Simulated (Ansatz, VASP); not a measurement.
## Cross-check of Ti2H2W2C2O3F (Ti2COF MXene under W2C(OH)2 MXene, AB) between VASP and Ansatz

Wanted: the spread between two codes on one cell, functional and k mesh. Of the first pair: The structure shown is the start of the Ansatz relaxation below; VASP solves that cell, so the two are compared at the walk's first step.

Calculated with Ansatz 0.2.0; plane waves, with VASP 6.6.1 beside it; single point at PBE with D3(BJ).

## 1. Starting point

The cell holds 12 atoms: 1 F, 2 Ti, 2 C, 3 O, 2 H and 2 W. Its edges and angles: a = 3.113 Å, b = 3.113 Å, c = 58.404 Å, α = 90.0°, β = 90.0°, γ = 120.0°. Vacuum lies along c.

## 2. Ansatz: relaxation, PBE with D3(BJ)

Ansatz runs on its default PAW (the set named soft_2) files.

The two programs are compared at the cell with which this relaxation starts, whose forces are those of its first step.

The input, input.yaml:

```yaml
crystal:
  lattice:
    - [3.112824, 0.0, 0.0]
    - [-1.556412, 2.6957846615, 0.0]
    - [0.0, 0.0, 58.40367215]
  atoms:
    - { symbol: F, position: [0.3333333333, 0.6666666667, 0.3826814167] }
    - { symbol: Ti, position: [0.6666666667, 0.3333333333, 0.398339308], spin: 1.0 }
    - { symbol: C, position: [0.0, 0.0, 0.4192844311] }
    - { symbol: Ti, position: [0.3333333333, 0.6666666667, 0.4402295543], spin: 1.0 }
    - { symbol: O, position: [0.6666666667, 0.3333333333, 0.4590341597] }
    - { symbol: H, position: [0.6666666667, 0.3333333333, 0.5035519084] }
    - { symbol: O, position: [0.6666666667, 0.3333333333, 0.5203316752] }
    - { symbol: W, position: [0.0, 0.0, 0.5393200884] }
    - { symbol: C, position: [0.3333333333, 0.6666666667, 0.5604352458] }
    - { symbol: W, position: [0.6666666667, 0.3333333333, 0.5815504032] }
    - { symbol: O, position: [0.0, 0.0, 0.6005388165] }
    - { symbol: H, position: [0.0, 0.0, 0.6173185833] }
  periodic: [true, true, false]
magnetization:
  spin_polarized: true
kpoints:
  mp_grid: { grid: [12, 12, 1] }
hamiltonian:
  xc: pbe
  dispersion: d3bj
scf:
  occupations: { method: fermi_dirac, width: 0.05 }
  convergence: { dr2_threshold: 1.0e-09 }
relax:
  f_tol: 0.004
  max_steps: 90
  cell: {}
output:
  write_potential: true
  write_density: true
  volumetric_format: npy
```

Run with:

```
$ ansatz run input.yaml --threads 4 --pin off --max-ram 6144MiB --backend cpu --events-out ev --progress --plain --runs-dir out
```

Numbers of over 12 decimals in the logs are rounded to 6 here.

Output:

```text
Warning: relax.cell: scf.convergence.dr2_threshold = 1e-9 eV is looser than the 2.13574787318e-10 eV advised for a relaxation that steers and ends on the stress (1e-10 eV for each atom of the cell: 12, times the square of relax.cell.stress_2d_tol = 0.05 N/m over 23.7 Å (the atoms' height at the walk's start and 5 Å past either face), 2.109e-2 GPa, over a crystal's default 0.05). What an SCF threshold leaves in a stress goes as its square root, and in the free energy as the threshold itself, and one threshold admits the most on a small cell: [figures from the program's tests cut] Set scf.convergence.dr2_threshold to 2.13574787318e-10 eV or tighter. [rest of the remark cut]
Engine: ansatz 0.2.0, aarch64-unknown-linux-gnu
Pseudopotentials: kind: paw
Pseudopotential: F, paw, valence charge 7, recommended cutoff 420 eV (normal), F.paw.azcp
Pseudopotential: Ti, paw, valence charge 12, recommended cutoff 420 eV (normal), Ti.paw.azcp
Pseudopotential: C, paw, valence charge 4, recommended cutoff 420 eV (normal), C.paw.azcp
Pseudopotential: O, paw, valence charge 6, recommended cutoff 420 eV (normal), O.paw.azcp
Pseudopotential: H, paw, valence charge 1, recommended cutoff 420 eV (normal), H.paw.azcp
Pseudopotential: W, paw, valence charge 14, recommended cutoff 420 eV (normal), W.paw.azcp
Functional definition: PBE
  parameter kappa = 0.804
  parameter beta = 0.066725
  exchange = pbe_x(kappa = kappa, mu = beta*pi^2/3)
  correlation = pbe_c(beta = beta)
Crystal: 12 atoms, lattice volume = 490.095 Å³
Basis set: ecut = 420 eV, 9507 PW (Γ), exchange–correlation on 48×48×800 points (8 copies of the dense FFT grid, shifted against one another)
Bands: 57, of which v1, the nominal top of the filled ones, is band 44 counted from 1 (43 counted from 0)
Symmetry: 6 space group operations
Space group: P3m1 (ITA 156), of the structure as read, at distance tolerance 7.9e-5 Å
Magnetic group: BNS 156.49 (UNI 1279), of the structure as read, at distance tolerance 7.9e-5 Å
k-points: 19 of 144 (time reversal used)
Non-local potential: F, projectors of the file, l = 0: 2, l = 1: 2, l = 2: 1
Non-local potential: Ti, projectors of the file, l = 0: 3, l = 1: 2, l = 2: 3, l = 3: 1
Non-local potential: C, projectors of the file, l = 0: 2, l = 1: 2, l = 2: 1
Non-local potential: O, projectors of the file, l = 0: 2, l = 1: 2, l = 2: 1
Non-local potential: H, projectors of the file, l = 0: 2, l = 1: 1
Non-local potential: W, projectors of the file, l = 0: 3, l = 1: 2, l = 2: 2, l = 3: 1
PAW form: soft (Blöchl's): semilocal exchange-correlation on the pseudo side does not see the compensation charge
PAW one-centre angular grid: F, 110 points (default); XC on 64 Gauss nodes
PAW one-centre angular grid: Ti, 590 points (default); XC on 64 Gauss nodes
PAW one-centre angular grid: C, 110 points (default); XC on 64 Gauss nodes
PAW one-centre angular grid: O, 110 points (default); XC on 64 Gauss nodes
PAW one-centre angular grid: H, 110 points (default); XC on 64 Gauss nodes
PAW one-centre angular grid: W, 590 points (default); XC on 64 Gauss nodes
Starting moments: Σ|m| = 2 μB on 2 of 12 sites
Initial wavefunctions: pseudopotential atomic-orbital guess
Functional: x = pbe(κ = 0.804, μ = 0.219515), c = pbe(β = 0.066725)
SCF iter   1: F=—  HF=-28831.317840 eV  |F-HF|=—  |Δ(HF+E_count)|=         —  Δρ=4.28e-2 (↑4.28e-2 ↓4.13e-2)  dr2=2.49e2  dr2_m=3.06e-1  M=0.879 μB ∫|m|=0.982 μB  β_m=0.30  ethr=3.10e-3  ⟨swp⟩=12.9  Hψ=14267  notcnv=0  defer=1
Mixer restart at iter 1: flushing history
preconditioner: auto → LDOS  [metal: Δε(μ)=0.010 eV  Ē_g=10.245 eV  σ=0.050 eV  W_gap=0.05  n_scr=38 (ndim 8)  ℏωp=11.7 eV  f_vac=0.718  D(μ)=3.77/eV (n_scr^D=20)]
spin=Collinear: LDOS preconditioning applied to the charge; magnetization (m = ρ↑ − ρ↓) channel mixes plain (no charge-response kernel on spin).
SCF iter   2: F=—  HF=-28819.808462 eV  |F-HF|=—  |Δ(HF+E_count)|=    1.15e1  Δρ=2.09e-2 (↑2.09e-2 ↓1.99e-2)  dr2=6.30e1  dr2_m=1.85e-1  M=0.757 μB ∫|m|=0.915 μB  β_m=0.43  ethr=3.10e-3  ⟨swp⟩=5.7  Hψ=6551  notcnv=0  defer=90
SCF iter   3: F=—  HF=-28817.508275 eV  |F-HF|=—  |Δ(HF+E_count)|=    2.30e0  Δρ=9.05e-3 (↑9.05e-3 ↓8.73e-3)  dr2=5.48e1  dr2_m=5.78e-2  M=0.599 μB ∫|m|=0.761 μB  β_m=0.56  ethr=3.10e-3  ⟨swp⟩=11.1  Hψ=9317  notcnv=0  defer=137
[...]
WARN: The output density's exchange-correlation potential varies sharply where the density is thin. Do not read a vacuum level from v_tot or v_xc, or from such a field of the output density. On a cell that repeats whose density bears no net charge and no dipole along the vacuum's axis use v_es (v_loc + v_h of the components); under efield.dipole_correction with no amplitude use v_es + v_field, which holds any externa [...]
SCF converged after 5 iterations
Magnetization: -0.0000 μB (43.5000 up, 43.5000 down)
Absolute magnetization: 0.0000 μB (∫|ρ↑−ρ↓|, with the PAW one-centre terms)
Spin contamination: 0.0000 ħ² per cell (⟨S²⟩ above its minimum at these occupations)
Per-site moments (μB) at R_I (Å): [(2.5672050776854906e-9, 0.881663), (-2.0932334963769575e-8, 0.849789), (1.19483053993479e-8, 0.849789), (-1.5071844974392293e-8, 0.862734), (5.33925270733737e-10, 0.419843), (-2.311736003027423e-10, 0.419843), (2.1829666691872055e-9, 0.631963), (-2.124146071156198e-9, 0.874775), (-5.68757188794408e-10, 0.876568), (-5.931566185559728e-9, 0.876568), (1.6018319704073114e-10, 0.405063), (-4.5008766196114366e-10, 0.405063)]
Free energy (F): -28820.083440 eV
Harris-Foulkes:  -28820.083440 eV  (|F-HF|=3.49e-9)
Internal energy: -28820.046496 eV  (E = F + TS)
E sigma→0 (E₀):  -28820.064968 eV
Entropy (-TS):   -0.036945 eV (-3.079 meV/atom)
Fermi energy:    -3.561412 eV
--- Per-component energies (eV) ---
  E_band       = -2179.175300
  E_kinetic    = 2396.334938
  E_local      = -883174.248876  (includes V_loc(G=0)·N_el)
  E_nonlocal   = 288.405593
  E_hartree    = 440171.362851
  E_xc         = -1148.003957
  E_vxc        = -1254.090982  (∫ρ·V_xc dr)
  E_paw        = -20093.744278  (= ΣΔE_a)
  E_vpaw       = -778.322379  (= ΣTr[D̂ρ^β])
  E_aug_tail   = 0.007170  (compensation charges beyond the density's cutoff)
  E_ewald      = 432742.722293
  E_disp       = -2.882230  (pairwise vdW)
  E_smearing   = -0.036945  (= −TS)
  E_closure    = 0.000000  (closes the sum)
  Σ components = -28820.083440   (vs F -28820.083440, Δ=0.00e0)
--- Forces (eV/Å), atoms counted from 1 ---
  atom   1  F      0.00000000     0.00000000     0.00025003
  atom   2  Ti     0.00000000    -0.00000000    -0.00041060
  atom   3  C      0.00000000     0.00000000    -0.00020077
  atom   4  Ti     0.00000000     0.00000000     0.00091999
  atom   5  O      0.00000000    -0.00000000    -0.00254132
  atom   6  H      0.00000000    -0.00000000     0.00111784
  atom   7  O      0.00000000     0.00000000    -0.00011875
  atom   8  W      0.00000000     0.00000000     0.00021941
  atom   9  C      0.00000000    -0.00000000     0.00026647
  atom  10  W      0.00000000    -0.00000000     0.00090389
  atom  11  O      0.00000000    -0.00000000    -0.00063964
  atom  12  H     -0.00000000    -0.00000000     0.00023411
  max |Σ_I F_I| component: 6.37e-7 eV/Å
--- 2D stress c σ (N/m, compression-positive) ---
       -0.024838      -0.000000      -0.000000
       -0.000000      -0.024838      -0.000000
       -0.000000      -0.000000      -0.000000
  P = ½ c Tr σ = -0.0248 N/m
--- Band table (eV; the first three rows and the last of 38) ---
  k-point 0 ↑: bands = [... 40 lower, -5.7301, -5.0723, -5.0723, -3.6585, -3.5508, -3.3963, -3.3963, -3.2940, ... 9 higher]
  k-point 1 ↑: bands = [... 40 lower, -5.7991, -5.1568, -4.8895, -3.6230, -3.5707, -3.3505, -3.3372, -3.2661, ... 9 higher]
  k-point 2 ↑: bands = [... 40 lower, -6.0275, -5.0904, -4.4176, -4.0345, -3.6365, -3.1551, -2.9734, -2.9262, ... 9 higher]
  k-point 18 ↓: bands = [... 40 lower, -4.4467, -3.8555, -2.9475, -2.8857, -2.6839, -2.6315, -2.3717, -2.2857, ... 9 higher]
  the weakly bound empty levels are not read free of the cell's end (no_gap_told)
--- Relaxed structure (16 steps of the walk, 15 accepted, 2 SCFs on fresh bases) ---
  F+E_penalty+E_count = -28820.08344011 eV   max|allowed force component| = 2.541e-3 eV/Å   (the final SCF, on the basis selected at the relaxed cell)
  cell:  # Å, volume = 444.4519 Å³
    - [2.964333, 0, 0]
    - [-1.482167, 2.567188, 0]
    - [0, 0, 58.40367215]
  atoms:
    - { symbol: F, position: [0.333333, 0.666667, 0.385255] }
    - { symbol: Ti, position: [0.666667, 0.333333, 0.407177] }
    - { symbol: C, position: [3.255323913471984e-17, -9.251858538489127e-17, 0.426811] }
    - { symbol: Ti, position: [0.333333, 0.666667, 0.447394] }
    - { symbol: O, position: [0.666667, 0.333333, 0.468038] }
    - { symbol: H, position: [0.666667, 0.333333, 0.485465] }
    - { symbol: O, position: [0.666667, 0.333333, 0.511697] }
    - { symbol: W, position: [1.3517311889573101e-17, -9.251858538489127e-17, 0.533138] }
    - { symbol: C, position: [0.333333, 0.666667, 0.556440] }
    - { symbol: W, position: [0.666667, 0.333333, 0.578007] }
    - { symbol: O, position: [2.578326353344829e-17, -9.251858538489123e-17, 0.603190] }
    - { symbol: H, position: [2.5830127600475378e-17, -9.251858538489124e-17, 0.620003] }
```

In the SCF lines HF is the Harris–Foulkes energy and dr2 the Hartree energy of the density residual, in eV; the loop may stop once dr2 is under the threshold and the program's other checks hold. Hψ counts applications of the Hamiltonian.

(Continued in part 2 of 3.)

[Lines on the potential files, build, host, timing and source positions are cut from VASP's logs without a mark.]

[Logs are printed without paths, hosts, clocks, repeated set-up lines and the standing remarks that a program may print on its own settings, such as how far it seeks lower states.]

[Hosts, paths, dates, database ids (printed as entryN), source tags and the programs' standing remarks are cut or masked in the printed files.]
